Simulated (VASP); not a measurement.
Elastic constants (GPa) of a crystal from VASP with PBE GGA, VASP's PBE PAW potentials (set 64):

|  | xx | yy | zz | yz | xz | xy |
|---|---|---|---|---|---|---|
| xx | 383.2 | 126.5 | 126.5 | 0.0 | 0.0 | 0.0 |
| yy | 126.5 | 383.2 | 126.5 | 0.0 | 0.0 | 0.0 |
| zz | 126.5 | 126.5 | 383.2 | 0.0 | 0.0 | 0.0 |
| yz | 0.0 | 0.0 | 0.0 | 240.6 | 0.0 | 0.0 |
| xz | 0.0 | 0.0 | 0.0 | 0.0 | 240.6 | 0.0 |
| xy | 0.0 | 0.0 | 0.0 | 0.0 | 0.0 | 240.6 |

Task: Work out the Voigt, Reuss and Hill moduli, Young's modulus and Poisson's ratio.

Result: All eigenvalues are positive (smallest 240.6 GPa), so the crystal is stable. K_V = (C11+C22+C33+2(C12+C13+C23))/9 = (1149.6 + 2×379.5)/9 = 212.1 GPa; G_V = (1149.6 − 379.5 + 3×721.8)/15 = 195.7 GPa. From the compliances, K_R = 212.1 GPa and G_R = 178.2 GPa. Hill: K = 212.1 GPa, G = 187.0 GPa, E = 9KG/(3K+G) = 433.5 GPa, ν = (3K−2G)/(2(3K+G)) = 0.159. K/G = 1.13, below Pugh's 1.75; universal anisotropy A^U = 0.49.

Task: With a density of 3.17 g/cm³, what are the mean sound speeds?

Result: v_l = √((K+4G/3)/ρ) = 12.06 km/s and v_t = √(G/ρ) = 7.68 km/s. The crystal is SiC (zinc blende), cubic.

The compound is SiC in the zinc blende structure. It was relaxed first.
